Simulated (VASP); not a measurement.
The system is TiPbO4.

```
Ti Pb O
1.0
     4.29228    0.00000    0.00000
    -2.14614    3.71722    0.00000
     0.00000    0.00000    4.96615
Ti Pb O
1 1 4
Direct
  0.00000 0.00000 0.50000
  0.00000 0.00000 0.00000
  0.33333 0.66667 0.50000
  0.66667 0.33333 0.50000
  0.33333 0.66667 0.00000
  0.66667 0.33333 0.00000
```

The cell was built by a generator and needn't be a form met in nature.

* Program: VASP 6.6.1
* Task: relaxation of cell and atoms
* Functional: PBE
* Potentials or basis: VASP PAW PBE potentials, release 64 (Ti_sv, Pb_d, O)
* Cutoff: 520 eV
* k mesh: 4 × 4 × 3
* Occupations: gaussian, width 0.15 eV
* Spin: no spin polarisation

At the start: pressure -5.7 GPa; volume 13.21 Å³/atom.

Where does the relaxation end?

Over 8 steps the energy falls by 666.2 meV/atom and the volume is 13.06 Å³/atom (-1.1 %); space group P6/mmm (No. 191, to 0.05 Å).

The path:
```tsv
step	energy change (eV)	largest force (eV/Å)	pressure (GPa)	volume (Å³)
1	0.0000	0.0000	-5.72	79.24
2	-3.5857	0.0000	4.92	72.50
3	-3.6567	0.0000	14.82	70.65
4	-3.6813	0.0000	12.33	71.07
5	-3.9720	0.0000	-4.07	80.38
6	-3.9876	0.0000	-1.19	78.44
7	-3.9937	0.0000	0.86	78.34
8	-3.9972	0.0000	0.13	78.38
```

Final structure:
```xyz
6
Lattice="3.8189 0.0000 0.0000 -1.9094 3.3072 0.0000 0.0000 0.0000 6.2060" Properties=species:S:1:pos:R:3 pbc="T T T"
Ti    0.0000    0.0000    3.1030
Pb    0.0000    0.0000    0.0000
O     0.0000    2.2048    3.1030
O     1.9094    1.1024    3.1030
O     0.0000    2.2048    0.0000
O     1.9094    1.1024    0.0000
```

Caveat: the k mesh is coarse (spacing up to 0.42 Å⁻¹), so the values aren't converged.
